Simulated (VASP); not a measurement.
Consider the following.

```xyz
6
Lattice="4.8881 0.0000 0.0000 0.0000 4.8881 0.0000 0.0000 0.0000 3.3360" Properties=species:S:1:pos:R:3 pbc="T T T"
Pb     0.0000     0.0000     0.0000
Pb     2.4440     2.4440     1.6680
O      1.5027     1.5027     0.0000
O      3.3853     3.3853     0.0000
O      0.9413     3.9468     1.6680
O      3.9468     0.9413     1.6680
```

Computed with PBE GGA, VASP's PBE PAW potentials (set 64) (plane waves; VASP). Numerical set-up: 400 eV cut-off, 6×6×8 Γ-centred mesh, Gaussian smearing of 0.14 eV, potentials Pb_d O.

Question: Give the energies of bands 15 to 28 at the high-symmetry points, in eV from the Fermi level.

Answer: 
| band | Γ | X | M | Z | R | A |
|---|---|---|---|---|---|---|
| 15 | -8.18 | -6.58 | -5.46 | -7.61 | -7.18 | -8.15 |
| 16 | -3.56 | -6.58 | -5.46 | -7.61 | -7.18 | -8.15 |
| 17 | -3.50 | -2.72 | -3.40 | -3.59 | -4.93 | -4.20 |
| 18 | -3.50 | -2.72 | -3.40 | -3.59 | -4.93 | -4.20 |
| 19 | -2.24 | -2.51 | -2.73 | -2.93 | -3.66 | -1.99 |
| 20 | -1.86 | -2.51 | -2.73 | -2.93 | -3.66 | -1.99 |
| 21 | -1.44 | -1.38 | -1.71 | -2.03 | -1.14 | -1.83 |
| 22 | -0.68 | -1.38 | -1.71 | -2.03 | -1.14 | -1.83 |
| 23 | -0.68 | -0.58 | -0.59 | -1.26 | -0.90 | -0.75 |
| 24 | -0.52 | -0.58 | -0.59 | -1.26 | -0.90 | -0.75 |
| 25 | -0.52 | -0.42 | -0.54 | -0.87 | -0.10 | -0.61 |
| 26 | -0.39 | -0.42 | -0.54 | -0.87 | -0.10 | -0.61 |
| 27 | 0.05 | 2.94 | 3.38 | 4.32 | 4.67 | 3.33 |
| 28 | 4.83 | 2.94 | 3.38 | 4.32 | 4.67 | 3.33 |

It has no gap at this level: it comes out as a metal or semimetal.

The structure comes from a computed database's PbO2 entry; how it stands against other phases isn't given here. The cell was not relaxed at this level.
